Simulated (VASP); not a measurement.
Input:

```xyz
2
Lattice="0.0000 2.3150 2.3150 2.4076 0.0000 2.3150 2.4076 2.3150 0.0000" Properties=species:S:1:pos:R:3 pbc="T T T"
Na     0.0000     0.0000     0.0000
F      2.4076     2.3150     2.3150
```

All values below come from PBEsol GGA, VASP's PBE PAW potentials (set 64) (plane waves; VASP). Settings: 600 eV cut-off, 10×10×10 Γ-centred mesh, Gaussian smearing of 0.050 eV, potentials Na_pv F.

Problem. Give the stress tensor in GPa (positive for a compressed cell).

Solution. 
```
-3.30   0.00   0.00
 0.00  -0.92   0.00
 0.00   0.00  -0.92
```
The pressure is its mean diagonal, -1.71 GPa.

The compound is NaF in the rock salt structure. This cell was strained or had an atom moved on purpose.
